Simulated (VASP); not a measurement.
# Tl3Ga3W (Pm-3m) in VASP: notebook, part 2 of 3

VASP 6.6.1. Earlier steps stand in the parts before.

### Step 4. Electron localisation function, LDA+U

INCAR reads:

```
SYSTEM = Tl3Ga3W
PREC = Accurate
ENCUT = 520
EDIFF = 1E-6
ISMEAR = 1
SIGMA = 0.1
LREAL = .FALSE.
LASPH = .TRUE.
NELM = 100
ALGO = Normal
ISIF = 2
LWAVE = .FALSE.
LCHARG = .TRUE.
LMAXMIX = 4
LDAU = .TRUE.
LDAUTYPE = 2
LDAUL = -1 -1 2
LDAUU = 0 0 3.5
LDAUJ = 0 0 0
LDAUPRINT = 1
LELF = .TRUE.
```

KPOINTS reads:

```
Automatic mesh
0
G
  5 5 5
  0 0 0
```

POSCAR reads:

```
Tl3Ga3W
1.0
    5.6141900000      0.0000000000      0.0000000000
    0.0000000000      5.6141900000      0.0000000000
    0.0000000000      0.0000000000      5.6141900000
Tl Ga W
3 3 1
Direct
    0.5000000000      0.0000000000      0.0000000000
    0.0000000000      0.5000000000      0.0000000000
    0.0000000000      0.0000000000      0.5000000000
    0.0000000000      0.5000000000      0.5000000000
    0.5000000000      0.0000000000      0.5000000000
    0.5000000000      0.5000000000      0.0000000000
    0.5000000000      0.5000000000      0.5000000000
```

Potentials or basis: VASP PAW LDA potentials, release 64 (Tl_d, Ga_d, W_sv).

The run is started by

```bash
cat potpaw_LDA.64/Tl_d/POTCAR potpaw_LDA.64/Ga_d/POTCAR potpaw_LDA.64/W_sv/POTCAR > POTCAR
mpirun -np 1 vasp_std > vasp.out
```

OUTCAR:

```text
SYSTEM = Tl3Ga3W
   PREC = Accurate
   ENCUT = 520
   EDIFF = 1E-6
   ISMEAR = 1
   LREAL = .FALSE.
   LASPH = .TRUE.
   NELM = 100
   ISIF = 2

 ion  position               nearest neighbor table
   1  0.500  0.000  0.000-   5 2.81   6 2.81   5 2.81   6 2.81   3 3.97   2 3.97   2 3.97   3 3.97
                             2 3.97   3 3.97   3 3.97   2 3.97
   2  0.000  0.500  0.000-   4 2.81   6 2.81   4 2.81   6 2.81   3 3.97   1 3.97   1 3.97   3 3.97
                             3 3.97   1 3.97   3 3.97   1 3.97
   3  0.000  0.000  0.500-   4 2.81   5 2.81   4 2.81   5 2.81   1 3.97   2 3.97   2 3.97   1 3.97
                             2 3.97   1 3.97   2 3.97   1 3.97
   4  0.000  0.500  0.500-   2 2.81   3 2.81   7 2.81   2 2.81   3 2.81   7 2.81
   5  0.500  0.000  0.500-   1 2.81   3 2.81   7 2.81   1 2.81   7 2.81   3 2.81
   6  0.500  0.500  0.000-   1 2.81   2 2.81   7 2.81   7 2.81   1 2.81   2 2.81
   7  0.500  0.500  0.500-   4 2.81   5 2.81   6 2.81   6 2.81   5 2.81   4 2.81

  LATTYP: Found a simple cubic cell.
 ALAT       =     5.6141900000

  Lattice vectors:

 A1 = (   5.6141900000,   0.0000000000,   0.0000000000)
 A2 = (   0.0000000000,   5.6141900000,   0.0000000000)
 A3 = (   0.0000000000,   0.0000000000,   5.6141900000)

Analysis of symmetry for initial positions (statically):
=====================================================================
 Subroutine PRICEL returns:
 Original cell was already a primitive cell.

 Routine SETGRP: Setting up the symmetry group for a
 simple cubic supercell.

 Subroutine GETGRP returns: Found 48 space group operations
 (whereof 48 operations were pure point group operations)
 out of a pool of 48 trial point group operations.

The static configuration has the point symmetry O_h .

Analysis of symmetry for dynamics (positions and initial velocities):
=====================================================================
 Subroutine PRICEL returns:
 Original cell was already a primitive cell.

 Routine SETGRP: Setting up the symmetry group for a
 simple cubic supercell.

 Subroutine GETGRP returns: Found 48 space group operations
 (whereof 48 operations were pure point group operations)
 out of a pool of 48 trial point group operations.

The dynamic configuration has the point symmetry O_h .

 Subroutine INISYM returns: Found 48 space group operations
 (whereof 48 operations are pure point group operations),
 and found     1 'primitive' translations

----------------------------------------------------------------------------------------

                                     Primitive cell

  volume of cell :     176.9544

  direct lattice vectors                    reciprocal lattice vectors
     5.614190000  0.000000000  0.000000000     0.178120085  0.000000000  0.000000000
     0.000000000  5.614190000  0.000000000     0.000000000  0.178120085  0.000000000
     0.000000000  0.000000000  5.614190000     0.000000000  0.000000000  0.178120085

  length of vectors
     5.614190000  5.614190000  5.614190000     0.178120085  0.178120085  0.178120085

  position of ions in fractional coordinates (direct lattice)
     0.500000000  0.000000000  0.000000000
     0.000000000  0.500000000  0.000000000
[... 101 lines left out ...]
   GGA     = CA    functional components
   LHFCALC =     F    Hartree Fock is set to
   AEXX    =    0.0000 exact exchange contribution
   IVDW    =     0    specifies the selected vdW correction
   LEPSILON=     F    determine dielectric tensor
   LRPA    =     F    only Hartree local field effects (RPA)
 non-spin polarized calculation
 Methfessel and Paxton  Order N= 1 SIGMA  =   0.10
  energy-cutoff  :      520.00
  volume of cell :      176.95
 maximum number of plane-waves:      4794
 NGX is ok and might be reduce to    42
   NGX = 21   NGY = 21   NGZ = 21

atom =   7  type =  3  l = 2

 onsite density matrix

spin component  1

  0.3005 -0.0000 -0.0000  0.0000  0.0000
 -0.0000  0.3005 -0.0000  0.0000  0.0000
 -0.0000 -0.0000  0.3448 -0.0000  0.0000
  0.0000  0.0000 -0.0000  0.3005 -0.0000
  0.0000  0.0000  0.0000 -0.0000  0.3448

spin component  2

  0.3005 -0.0000 -0.0000  0.0000  0.0000
 -0.0000  0.3005 -0.0000  0.0000  0.0000
 -0.0000 -0.0000  0.3448 -0.0000  0.0000
  0.0000  0.0000 -0.0000  0.3005 -0.0000
  0.0000  0.0000  0.0000 -0.0000  0.3448

 occupancies and eigenvectors

  o =  0.3005  v =  0.0000  0.1913 -0.0000 -0.9815  0.0000  0.0000  0.0000  0.0000  0.0000  0.0000      0.0000  0.0000  0.0000  0.0000  0.0000  0.0000  0.0000  0.0000  0.0000  0.0000
  o =  0.3005  v =  0.0000  0.0000  0.0000  0.0000  0.0000  0.0000  0.1913 -0.0000 -0.9815  0.0000      0.0000  0.0000  0.0000  0.0000  0.0000  0.0000  0.0000  0.0000  0.0000  0.0000
  o =  0.3005  v =  0.0000  0.9815 -0.0000  0.1913  0.0000  0.0000  0.0000  0.0000  0.0000  0.0000      0.0000  0.0000  0.0000  0.0000  0.0000  0.0000  0.0000  0.0000  0.0000  0.0000
  o =  0.3005  v =  0.0000  0.0000  0.0000  0.0000  0.0000  0.0000  0.9815 -0.0000  0.1913  0.0000      0.0000  0.0000  0.0000  0.0000  0.0000  0.0000  0.0000  0.0000  0.0000  0.0000
  o =  0.3005  v =  0.0000  0.0000  0.0000  0.0000  0.0000  1.0000  0.0000  0.0000  0.0000  0.0000      0.0000  0.0000  0.0000  0.0000  0.0000  0.0000  0.0000  0.0000  0.0000  0.0000
  o =  0.3005  v =  1.0000  0.0000  0.0000  0.0000  0.0000  0.0000  0.0000  0.0000  0.0000  0.0000      0.0000  0.0000  0.0000  0.0000  0.0000  0.0000  0.0000  0.0000  0.0000  0.0000
  o =  0.3448  v =  0.0000  0.0000  0.0000  0.0000  0.0000  0.0000 -0.0000 -0.0168  0.0000  0.9999      0.0000  0.0000  0.0000  0.0000  0.0000  0.0000  0.0000  0.0000  0.0000  0.0000
  o =  0.3448  v =  0.0000 -0.0000 -0.0168  0.0000  0.9999  0.0000  0.0000  0.0000  0.0000  0.0000      0.0000  0.0000  0.0000  0.0000  0.0000  0.0000  0.0000  0.0000  0.0000  0.0000
  o =  0.3448  v =  0.0000  0.0000  0.9999 -0.0000  0.0168  0.0000  0.0000  0.0000  0.0000  0.0000      0.0000  0.0000  0.0000  0.0000  0.0000  0.0000  0.0000  0.0000  0.0000  0.0000
  o =  0.3448  v =  0.0000  0.0000  0.0000  0.0000  0.0000  0.0000  0.0000  0.9999 -0.0000  0.0168      0.0000  0.0000  0.0000  0.0000  0.0000  0.0000  0.0000  0.0000  0.0000  0.0000

 number of electron      92.0000022 magnetization

 Free energy of the ion-electron system (eV)
  ---------------------------------------------------
  ext. energy  EPLUGINS =         0.00000000
  ---------------------------------------------------
  free energy    TOTEN  =       -25.41218845 eV

  energy without entropy =      -25.39947598  energy(sigma->0) =      -25.40795096

 E-fermi :   5.3215     XC(G=0): -10.5038

 val. band max:        5.3210183441   @ k =   0.4000   0.2000   0.2000
 cond. band min:       5.3506245228   @ k =   0.4000   0.4000   0.2000
 fundamental gap:      0.0296061786
 Fermi energy:         5.3215252772

 k-point     1 :       0.0000    0.0000    0.0000
  band No.  band energies     occupation
      1     -68.9974      2.00000
      2     -33.3427      2.00000
      3     -33.3427      2.00000
      4     -33.3427      2.00000
      5      -9.7284      2.00000
      6      -9.7284      2.00000
[... 569 lines left out ...]
     54       9.8833      0.00000
     55       9.8833      0.00000

------------------------ aborting loop because EDIFF is reached ----------------------------------------

  FORCE on cell =-STRESS in cart. coord.  units (eV):
  Direction    XX          YY          ZZ          XY          YZ          ZX
  --------------------------------------------------------------------------------------
  -------------------------------------------------------------------------------------
  Total       -5.2619890     -5.2619890     -5.2619890      0.0000000     -0.0000000      0.0000000
  in kB      -47.6430110    -47.6430110    -47.6430110      0.0000000     -0.0000000      0.0000000
  external PRESSURE =     -47.6430110 kB  Pullay stress =       0.0000000 kB

 VOLUME and BASIS-vectors are now :
 -----------------------------------------------------------------------------
  energy-cutoff  :      520.00
  volume of cell :      176.95
      direct lattice vectors                 reciprocal lattice vectors
     5.614190000  0.000000000  0.000000000     0.178120085  0.000000000  0.000000000
     0.000000000  5.614190000  0.000000000     0.000000000  0.178120085  0.000000000
     0.000000000  0.000000000  5.614190000     0.000000000  0.000000000  0.178120085

 POSITION                                       TOTAL-FORCE (eV/Angst)
 -----------------------------------------------------------------------------------
      2.80709      0.00000      0.00000         0.000000      0.000000      0.000000
      0.00000      2.80709      0.00000         0.000000      0.000000      0.000000
      0.00000      0.00000      2.80709         0.000000      0.000000      0.000000
      0.00000      2.80709      2.80709         0.000000      0.000000      0.000000
      2.80709      0.00000      2.80709         0.000000      0.000000      0.000000
      2.80709      2.80709      0.00000         0.000000      0.000000      0.000000
      2.80709      2.80709      2.80709         0.000000      0.000000      0.000000
 -----------------------------------------------------------------------------------
    total drift:                                0.000000      0.000000     -0.000000

  FREE ENERGIE OF THE ION-ELECTRON SYSTEM (eV)
  ---------------------------------------------------
  free  energy   TOTEN  =       -25.4121884500 eV

  energy  without entropy=      -25.3994759823  energy(sigma->0) =      -25.40795096
```

Run time: 69 s. Hardware: 1 thread of Intel Xeon 6975P-C (Granite Rapids), shared host; peak memory 0.26 GiB.

Results:

```
Free energy            : -25.4122 eV
Pressure               : -4.8 GPa
Band gap on the k mesh : none (metal or under the smearing width)
```

Eigenvalues of the final occupation matrices:
| site | spin | trace | eigenvalues |
| --- | --- | --- | --- |
| site 7 d | 1 | 1.59 | 0.30 0.30 0.30 0.34 0.34 |
| site 7 d | 2 | 1.59 | 0.30 0.30 0.30 0.34 0.34 |

Caveat: U without spin polarisation on a metal has little footing; the U is typed as a test and isn't derived for this compound.

(Part 2 of 3 ends here.)
